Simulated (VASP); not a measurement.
Input:

```xyz
3
Lattice="2.2553 -3.9063 0.0000 2.2553 3.9063 0.0000 0.0000 0.0000 6.0677" Properties=species:S:1:pos:R:3 pbc="T T T"
Te     0.6189     1.0720     4.0451
Te     3.2728     0.0000     0.0000
Te     0.6189    -1.0720     2.0226
```

These are PBE GGA with D3 dispersion (zero damping), VASP's PBE PAW potentials (set 64) (plane waves; VASP 6.6.1) values and carry that method's errors. Settings: 520 eV cut-off, 6×6×4 Γ-centred mesh, Gaussian smearing of 0.050 eV, potentials Te.

**Question.** The ions and cell shape at fixed volume are relaxed. What does this cell relax into?

**Answer.** 
```xyz
3
Lattice="2.2801 -3.9493 0.0000 2.2801 3.9493 0.0000 0.0000 0.0000 5.9364" Properties=species:S:1:pos:R:3 pbc="T T T"
Te     2.8838    -2.9036     3.9576
Te     3.3528     0.0000     0.0000
Te     2.8838     2.9036     1.9788
```
Space group P3_121 (152), at a tolerance of 0.03 Å.

**Question.** How much energy does the relaxation gain?

**Answer.** The energy (σ→0) changes by -8.3 meV/atom, in 7 ionic steps.

```tsv
step	E(σ→0) (eV)	max force (eV/Å)	pressure (GPa)	volume (Å³)
1	-10.1613	0.234	-2.60	106.91
2	-10.1733	0.183	-2.25	106.91
3	-10.1852	0.057	-1.48	106.91
4	-10.1854	0.031	-1.33	106.91
5	-10.1854	0.036	-1.36	106.91
6	-10.1859	0.022	-1.32	106.91
7	-10.1861	0.004	-1.28	106.91
```

The compound is Te in the trig structure. This cell is one point of a volume scan, at 1.06 of the reference volume. Symmetry was kept, so distortions that lower it aren't found.
